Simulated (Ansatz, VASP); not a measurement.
This is a calculation of Rb2Mg for VASP 6.6.1. The cell comes from a database or a generator and needn't be the stable form of this composition.

INCAR

```
SYSTEM = Rb2Mg
PREC     = Accurate       ! precision mode
ENCUT    = 520            ! plane-wave cutoff, eV
EDIFF    = 1E-7           ! SCF threshold, eV
ISMEAR   = -1             ! smearing method
SIGMA    = 0.05           ! smearing width, eV
LREAL    = .FALSE.        ! projectors in reciprocal space
LASPH    = .TRUE.         ! aspherical terms in the spheres
NELM     = 80             ! most SCF steps
ALGO     = Normal         ! electronic algorithm
ISIF     = 2              ! what is computed and relaxed
LWAVE    = .FALSE.        ! write WAVECAR
LCHARG   = .FALSE.        ! write CHGCAR
GGA      = PE             ! functional
NBANDS   = 29             ! bands
```

KPOINTS

```
Automatic mesh
0
G
  6 6 3
  0 0 0
```

File POSCAR:

```
Rb2Mg
1.0
    7.6967060000     -2.3235540000      0.0000000000
    7.6967060000      2.3235540000      0.0000000000
   -4.1921990000      0.0000000000     10.3714440000
Rb Mg
4 2
Direct
    0.4824420000      0.4824420000      0.3090370000
    0.5175580000      0.5175580000      0.6909630000
    0.8295100000      0.8295100000      0.8630080000
    0.1704900000      0.1704900000      0.1369920000
    0.7981640000      0.7981640000      0.4569700000
    0.2018360000      0.2018360000      0.5430300000
```

Potentials or basis: VASP PAW PBE potentials, release 64 (Rb_sv, Mg).

The run is started by

```console
$ cat potpaw_PBE.64/Rb_sv/POTCAR potpaw_PBE.64/Mg/POTCAR > POTCAR
$ mpirun -np 1 vasp_std > vasp.out
```

Translate it to Ansatz 0.2.0. Potentials or basis there: Ansatz PAW, cutoff 420 eV.

As run (cutoffs and basis follow the program's own potentials, and thresholds, step limits or extra output files can differ):

Contents of input.yaml:

```yaml
crystal:
  lattice:
    - [7.696706, -2.323554, 0.0]
    - [7.696706, 2.323554, 0.0]
    - [-4.192199, 0.0, 10.371444]
  atoms:
    - { symbol: Rb, position: [0.482442, 0.482442, 0.309037] }
    - { symbol: Rb, position: [0.517558, 0.517558, 0.690963] }
    - { symbol: Rb, position: [0.82951, 0.82951, 0.863008] }
    - { symbol: Rb, position: [0.17049, 0.17049, 0.136992] }
    - { symbol: Mg, position: [0.798164, 0.798164, 0.45697] }
    - { symbol: Mg, position: [0.201836, 0.201836, 0.54303] }
hamiltonian:
  xc: pbe
  pseudopotentials: { kind: paw }
kpoints:
  mp_grid: { grid: [6, 6, 3] }
scf:
  occupations: { method: fermi_dirac, width: 0.05 }
output:
  forces: true
  stress: true
  eigenvalues: true
```

Potentials or basis: Ansatz PAW.

Command:

```bash
$ ansatz run input.yaml --threads 2 --pin off --max-ram 5120MiB --backend cpu --events-out ev --progress --plain --runs-dir out
```

Both were run:

|  | VASP | Ansatz |
| --- | --- | --- |
| Pressure | 0.0 GPa | 0.0 GPa |

Ansatz's pressure holds a Pulay term of +0.00 GPa for its cutoff of 420 eV, which the other run lacks.

The potentials hold 40 and 56 valence electrons a cell.

Where Ansatz's input types no cutoff or centring, it takes its own default and a Γ-centred mesh.

Pressure is positive in compression.
